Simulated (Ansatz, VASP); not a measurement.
# HgGe: VASP beside Ansatz

Wanted: the spread between two codes on one cell, functional and k mesh. The cell is invented: As first built, before any earlier steps moved the atoms (in the runner's words): it takes the TiZn structure with all of its atoms replaced by other elements, volume scaled by an estimate. It may not be a known or stable phase. The cell is taken from a series of VASP runs on this material, whose earlier steps may have relaxed, scaled or displaced it; both programs get it as it stands.

Program: Ansatz 0.2.0. Level of theory: plane waves, with VASP 6.6.1 beside it; zone-centre phonons at PBEsol. Results are calculated unless marked as measured.

## 1. Set-up

Symmetry: P4/mmm, No. 123, tetragonal system. The conventional cell has a = 3.712 Å, b = 3.712 Å, c = 3.015 Å, α = 90.00°, β = 90.00°, γ = 90.00°. Hg has 2 Hg at 3.01 Å and 8 Ge at 3.03 Å nearest. Nearest to Ge lie 2 Ge at 3.01 Å and 8 Hg at 3.03 Å. As first built, before any earlier steps moved the atoms (in the runner's words): sites of the TiZn structure (space group 221) filled with other elements, volume scaled by an estimate. Farther neighbours are not listed.

## 2. VASP: zone-centre phonons, PBEsol

Second derivatives magnify differences that forces hide, and they need a tight electronic threshold.

Lines of VASP's logs that name or quote its potential files are left out, and so is its time.

Input file INCAR:

```
SYSTEM = HgGe
PREC = Accurate
ENCUT = 410
EDIFF = 1E-08
NELM = 100
ISMEAR = 1
SIGMA = 0.2
LREAL = .FALSE.
ALGO = Normal
GGA = PS
NBANDS = 19
LORBIT = 11
LWAVE = .FALSE.
LCHARG = .FALSE.
IBRION = 8
ISIF = 2
```

Input file POSCAR:

```
HgGe
1.0
    3.7115130800      0.0000000000      0.0000000000
    0.0000000000      3.7115130800      0.0000000000
    0.0000000000      0.0000000000      3.0145740200
Hg Ge
1 1
Direct
    0.5000000000      0.5000000000      0.0000000000
    0.0000000000      0.0000000000      0.5000000000
```

Input file KPOINTS:

```
Automatic mesh
0
Gamma
10 10 13
0 0 0
```

PAW data sets: Hg and Ge_d (PBE family, release 64).

Command:

```console
mpirun -np 1 vasp_std
```

Numbers of over 12 decimals in the logs are rounded to 6 here.

The log of the run:

```text
[banner, memory and clock lines left out]
running    1 mpi-ranks, on    1 nodes
 distrk:  each k-point on    1 cores,    1 groups
 distr:  one band on    1 cores,    1 groups

 POSCAR found type information on POSCAR HgGe
 POSCAR found :  2 types and       2 ions
|                                                                             |
|               ----> ADVICE to this user running VASP <----                  |
|                                                                             |
|     You enforced a specific xc type in the INCAR file but a different       |
|     [... a line on the potential file left out ...]
|     I HOPE YOU KNOW WHAT YOU ARE DOING!                                     |
|                                                                             |

 LDA part: xc-table for (Slater+PW92), standard interpolation
 POSCAR, INCAR and KPOINTS ok, starting setup
 FFT: planning ... GRIDC
 FFT: planning ... GRID_SOFT
 FFT: planning ... GRID
 WAVECAR not read
 entering main loop
       N       E                     dE             d eps       ncg     rms          rms(c)
DAV:   1     0.179289927055E+03    0.17929E+03   -0.11868E+04  6213   0.276E+03
DAV:   2     0.116413712365E+02   -0.16765E+03   -0.16205E+03  5632   0.519E+02
DAV:   3    -0.491235681332E+01   -0.16554E+02   -0.16432E+02  6278   0.116E+02
DAV:   4    -0.525515191765E+01   -0.34280E+00   -0.34266E+00  6203   0.162E+01
DAV:   5    -0.525906104811E+01   -0.39091E-02   -0.39090E-02  6058   0.203E+00    0.501E+00
DAV:   6    -0.500283915169E+01    0.25622E+00   -0.80205E-01  5933   0.826E+00    0.445E+00
DAV:   7    -0.499463570551E+01    0.82034E-02   -0.63647E-02  6084   0.198E+00    0.242E+00
DAV:   8    -0.499063918941E+01    0.39965E-02   -0.60536E-03  6907   0.110E+00    0.116E-01
DAV:   9    -0.499042962524E+01    0.20956E-03   -0.10092E-03  6571   0.415E-01    0.240E-02
DAV:  10    -0.499042593928E+01    0.36860E-05   -0.80698E-05  6575   0.115E-01    0.175E-02
DAV:  11    -0.499042482580E+01    0.11135E-05   -0.54928E-06  7046   0.273E-02    0.522E-03
DAV:  12    -0.499042520801E+01   -0.38221E-06   -0.10895E-06  6953   0.104E-02    0.176E-03
DAV:  13    -0.499042539996E+01   -0.19194E-06   -0.91257E-08  5777   0.289E-03    0.482E-04
DAV:  14    -0.499042540552E+01   -0.55597E-08   -0.71405E-09  3252   0.981E-04
   1 F= -.49904254E+01 E0= -.49906657E+01  d E =0.720803E-03
 Linear response reoptimize wavefunctions to high precision
DAV:   1    -0.499042540865E+01   -0.31346E-08   -0.17634E-09  4318   0.323E-04
DAV:   2    -0.499042540862E+01    0.26375E-10   -0.11622E-10  2943   0.100E-04
 Linear response DOF=           4
 Linear response progress:
  Degree of freedom:   1/  4
       N       E                     dE             d eps       ncg     rms          rms(c)
RMM:   1    -0.377493044190E+00   -0.37749E+00   -0.14622E-01 16839   0.216E+00
RMM:   2    -0.376532818452E+00    0.96023E-03   -0.14421E-03 17566   0.208E-01    0.423E-02
RMM:   3    -0.376076262304E+00    0.45656E-03   -0.66958E-05 18086   0.443E-02    0.230E-02
RMM:   4    -0.375772347937E+00    0.30391E-03   -0.27868E-05 18491   0.272E-02    0.949E-03
RMM:   5    -0.375701959746E+00    0.70388E-04   -0.53533E-07 18531   0.555E-03    0.808E-04
RMM:   6    -0.375689483543E+00    0.12476E-04   -0.51729E-08 18224   0.137E-03    0.374E-04
RMM:   7    -0.375688807060E+00    0.67648E-06   -0.15378E-08 18582   0.605E-04    0.869E-05
RMM:   8    -0.375687899483E+00    0.90758E-06   -0.51578E-09 18503   0.107E-04    0.970E-06
RMM:   9    -0.375687851970E+00    0.47513E-07   -0.71728E-09 17906   0.447E-05    0.216E-06
RMM:  10    -0.375687870446E+00   -0.18477E-07   -0.10158E-09 15108   0.381E-05    0.332E-07
RMM:  11    -0.375687872517E+00   -0.20703E-08   -0.43364E-09  9359   0.368E-05    0.798E-08
 first order change of Fermi-energy   0.30308E-04
 force on displaced ion       1 direction 1 :  -2.146   0.000   0.000
 Linear response progress:
  Degree of freedom:   2/  4
       N       E                     dE             d eps       ncg     rms          rms(c)
RMM:   1    -0.360359061323E+00   -0.36036E+00   -0.13450E-01  9625   0.207E+00
RMM:   2    -0.360211055124E+00    0.14801E-03   -0.12009E-03 10302   0.183E-01    0.412E-02
RMM:   3    -0.359707090925E+00    0.50396E-03   -0.42172E-05 10449   0.343E-02    0.218E-02
RMM:   4    -0.359260551074E+00    0.44654E-03   -0.30472E-05 10589   0.283E-02    0.645E-03
RMM:   5    -0.359191207884E+00    0.69343E-04   -0.64308E-07 10612   0.522E-03    0.708E-04
RMM:   6    -0.359182013903E+00    0.91940E-05   -0.55671E-08 10609   0.129E-03    0.252E-04
RMM:   7    -0.359180983176E+00    0.10307E-05   -0.78350E-09 10862   0.387E-04    0.430E-05
RMM:   8    -0.359180791957E+00    0.19122E-06   -0.50558E-09 10641   0.737E-05    0.177E-05
RMM:   9    -0.359180746689E+00    0.45268E-07   -0.52542E-09 10498   0.471E-05    0.128E-06
RMM:  10    -0.359180752703E+00   -0.60136E-08   -0.52351E-09  7962   0.353E-05    0.551E-07
 first order change of Fermi-energy   0.33979E-04
 force on displaced ion       1 direction 3 :  -0.000  -0.000  -0.389
 Linear response progress:
  Degree of freedom:   3/  4
       N       E                     dE             d eps       ncg     rms          rms(c)
RMM:   1    -0.189608678555E+00   -0.18961E+00    0.59091E+00 10905   0.432E+01
RMM:   2    -0.196151917668E+00   -0.65432E-02   -0.80223E-03 17558   0.652E-01    0.376E-02
RMM:   3    -0.196092446184E+00    0.59471E-04   -0.26008E-04 17419   0.137E-01    0.201E-02
RMM:   4    -0.195980176058E+00    0.11227E-03   -0.36687E-05 18592   0.521E-02    0.348E-03
RMM:   5    -0.195969123782E+00    0.11052E-04   -0.36475E-06 18391   0.124E-02    0.960E-04
RMM:   6    -0.195967847416E+00    0.12764E-05   -0.62061E-07 19624   0.448E-03    0.404E-04
RMM:   7    -0.195970364711E+00   -0.25173E-05   -0.17549E-07 19597   0.164E-03    0.109E-04
RMM:   8    -0.195969725311E+00    0.63940E-06   -0.33023E-07 19438   0.742E-04    0.693E-05
RMM:   9    -0.195970104061E+00   -0.37875E-06   -0.30166E-07 20220   0.353E-04    0.131E-05
RMM:  10    -0.195970186514E+00   -0.82453E-07   -0.32761E-07 20897   0.188E-04    0.660E-06
RMM:  11    -0.195970261282E+00   -0.74768E-07   -0.25246E-07 20427   0.114E-04    0.663E-07
RMM:  12    -0.195970249904E+00    0.11379E-07   -0.13095E-07 17084   0.767E-05    0.223E-06
RMM:  13    -0.195970256676E+00   -0.67726E-08   -0.80426E-08 14263   0.581E-05    0.204E-06
 first order change of Fermi-energy  -0.59686E-04
 force on displaced ion       2 direction 1 :  -2.046   0.000   0.000
 Linear response progress:
  Degree of freedom:   4/  4
       N       E                     dE             d eps       ncg     rms          rms(c)
RMM:   1    -0.182350266517E+00   -0.18235E+00    0.56257E+00  6342   0.426E+01
RMM:   2    -0.187881684056E+00   -0.55314E-02   -0.69951E-03 10105   0.587E-01    0.332E-02
RMM:   3    -0.187709324280E+00    0.17236E-03   -0.19504E-04 10009   0.125E-01    0.175E-02
RMM:   4    -0.187504146875E+00    0.20518E-03   -0.39388E-05 10446   0.536E-02    0.270E-03
RMM:   5    -0.187506692671E+00   -0.25458E-05   -0.30278E-06 10516   0.126E-02    0.103E-03
RMM:   6    -0.187501068300E+00    0.56244E-05   -0.48470E-07 10990   0.507E-03    0.167E-04
RMM:   7    -0.187501750509E+00   -0.68221E-06   -0.10069E-07 11136   0.188E-03    0.904E-05
RMM:   8    -0.187502122691E+00   -0.37218E-06   -0.54793E-08 11002   0.763E-04    0.193E-05
RMM:   9    -0.187501904907E+00    0.21778E-06   -0.52065E-08 11193   0.386E-04    0.173E-05
RMM:  10    -0.187501959369E+00   -0.54463E-07   -0.31101E-08 11530   0.203E-04    0.821E-06
RMM:  11    -0.187502034686E+00   -0.75317E-07    0.37639E-09 11101   0.123E-04    0.711E-07
RMM:  12    -0.187502046536E+00   -0.11850E-07    0.10142E-08  9785   0.806E-05    0.597E-07
RMM:  13    -0.187502059700E+00   -0.13165E-07    0.32786E-09  9047   0.592E-05    0.232E-07
RMM:  14    -0.187502060145E+00   -0.44466E-09    0.13820E-10  6675   0.466E-05    0.285E-07
 first order change of Fermi-energy  -0.22868E-03
 force on displaced ion       2 direction 3 :  -0.000  -0.000  -0.388
 Linear response finished
```

OUTCAR, selected parts (step 2):

```text
ion  position               nearest neighbor table
   1  0.500  0.500  0.000-   2 3.03   2 3.03   2 3.03   2 3.03   2 3.03   2 3.03   2 3.03   2 3.03

  LATTYP: Found a simple tetragonal cell.
 ALAT       =     3.7115130800
 C/A-ratio  =     0.8122223888

 Subroutine GETGRP returns: Found 16 space group operations
 (whereof 16 operations were pure point group operations)

The static configuration has the point symmetry D_4h.

 Found    147 irreducible k-points:

   k-points           NKPTS =    147   k-points in BZ     NKDIM =    147   number of bands    NBANDS=     19

   dimension x,y,z NGX =    28 NGY =   28 NGZ =   20
   dimension x,y,z NGXF=    56 NGYF=   56 NGZF=   40

   ENCUT  =  410.0 eV  30.13 Ry    5.49 a.u.   6.13  6.13  4.98*2*pi/ulx,y,z

   NELECT =      26.0000    total number of electrons

 k-points in reciprocal lattice and weights: Automatic mesh
   0.00000000  0.00000000  0.00000000       0.001
   0.10000000  0.00000000  0.00000000       0.003
   0.20000000  0.00000000  0.00000000       0.003
   0.30000000  0.00000000  0.00000000       0.003
   0.40000000  0.00000000  0.00000000       0.003
   0.50000000  0.00000000  0.00000000       0.002
   0.10000000  0.10000000  0.00000000       0.003
   0.20000000  0.10000000  0.00000000       0.006
   0.30000000  0.10000000  0.00000000       0.006
[...]
0.50000000  0.40000000  0.46153846       0.006
   0.50000000  0.50000000  0.46153846       0.002

 average (electrostatic) potential at core
       1 -38.7744       2 -74.4227

  Total        0.1535230      0.1535230     -0.2002601      0.0000000      0.0000000      0.0000000
  in kB        5.9231961      5.9231961     -7.7263992      0.0000000      0.0000000      0.0000000
  external PRESSURE =       1.3733310 kB  Pullay stress =       0.0000000 kB

  energy-cutoff  :      410.00
  volume of cell :       41.53
      direct lattice vectors                 reciprocal lattice vectors
     3.711513080  0.000000000  0.000000000     0.269431894  0.000000000  0.000000000
     0.000000000  3.711513080  0.000000000     0.000000000  0.269431894  0.000000000
     0.000000000  0.000000000  3.014574020     0.000000000  0.000000000  0.331721826

 POSITION                                       TOTAL-FORCE (eV/Angst)
 -----------------------------------------------------------------------------------
      1.85576      1.85576      0.00000         0.000000      0.000000      0.000000
      0.00000      0.00000      1.50729         0.000000      0.000000      0.000000
 -----------------------------------------------------------------------------------
    total drift:                               -0.000000      0.000000     -0.000000

 Eigenvectors and eigenvalues of the dynamical matrix
 ----------------------------------------------------

   1 f  =    3.082764 THz    19.369576 2PiTHz  102.829929 cm-1    12.749281 meV
             X         Y         Z           dx          dy          dz
      1.855757  1.855757  0.000000     0.524613   -0.000000   -0.000000
      0.000000  0.000000  1.507287    -0.851341    0.000000   -0.000000

   2 f  =    3.082764 THz    19.369576 2PiTHz  102.829929 cm-1    12.749281 meV
             X         Y         Z           dx          dy          dz
      1.855757  1.855757  0.000000    -0.000000   -0.524613    0.000000
      0.000000  0.000000  1.507287     0.000000    0.851341   -0.000000

   3 f  =    1.334516 THz     8.385008 2PiTHz   44.514647 cm-1     5.519110 meV
             X         Y         Z           dx          dy          dz
      1.855757  1.855757  0.000000    -0.000000   -0.000000   -0.515998
      0.000000  0.000000  1.507287     0.000000   -0.000000    0.856590

   4 f/i=    0.000722 THz     0.004534 2PiTHz    0.024070 cm-1     0.002984 meV
             X         Y         Z           dx          dy          dz
      1.855757  1.855757  0.000000    -0.000000   -0.000000   -0.856590
      0.000000  0.000000  1.507287     0.000000   -0.000000   -0.515998

   5 f/i=    0.032767 THz     0.205881 2PiTHz    1.092987 cm-1     0.135513 meV
             X         Y         Z           dx          dy          dz
      1.855757  1.855757  0.000000     0.805802    0.274709   -0.000000
      0.000000  0.000000  1.507287     0.496551    0.169281   -0.000000

   6 f/i=    0.032767 THz     0.205881 2PiTHz    1.092987 cm-1     0.135513 meV
             X         Y         Z           dx          dy          dz
      1.855757  1.855757  0.000000    -0.274709    0.805802   -0.000000
      0.000000  0.000000  1.507287    -0.169281    0.496551   -0.000000

 ELASTIC MODULI CONTR FROM IONIC RELAXATION (kBar)
 Direction    XX          YY          ZZ          XY          YZ          ZX
 --------------------------------------------------------------------------------
 XX           0.0000      0.0000      0.0000      0.0000      0.0000      0.0000
 YY           0.0000      0.0000      0.0000      0.0000      0.0000      0.0000
 ZZ           0.0000      0.0000      0.0000      0.0000      0.0000      0.0000
 XY           0.0000      0.0000      0.0000      0.0000      0.0000      0.0000
 YZ           0.0000      0.0000      0.0000      0.0000      0.0000      0.0000
 ZX           0.0000      0.0000      0.0000      0.0000      0.0000      0.0000
 --------------------------------------------------------------------------------
```

Energies printed during the response cycles are not total energies of the cell.

(Part 1 of 2 ends here.)

[Lines on the potential files, build, host, timing and source positions are cut from VASP's logs without a mark.]

[Logs are printed without paths, hosts, clocks, repeated set-up lines and the standing remarks that a program may print on its own settings, such as how far it seeks lower states.]

[Hosts, paths, dates, database ids (printed as entryN), source tags and the programs' standing remarks are cut or masked in the printed files.]
